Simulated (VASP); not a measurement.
Energy against volume of PbSe (rock salt). Method: r2SCAN+rVV10, VASP's PBE PAW potentials (set 64) (plane waves; VASP). Settings: 520 eV cut-off, 8×8×8 Γ-centred mesh, Gaussian smearing of 0.050 eV, potentials Pb_d Se.

| V (Å³/atom) | E (eV/atom) |
|---|---|
| 27.278 | -35.68639 |
| 28.148 | -35.70191 |
| 29.019 | -35.70700 |
| 29.889 | -35.70323 |

Task: Fit these four points and predict the energy of the run at 30.760 Å³/atom.

Result: A cubic in V^(−2/3), the third-order Birch-Murnaghan form, passes through the four points with V0 = 29.06 Å³/atom and B0 = 54 GPa, and gives -35.6919 eV/atom there. The run gave -35.6919 eV/atom, +0.0 meV/atom from the fit; all five points give B0 = 54 GPa.

The compound is PbSe in the rock salt structure. It was relaxed first.
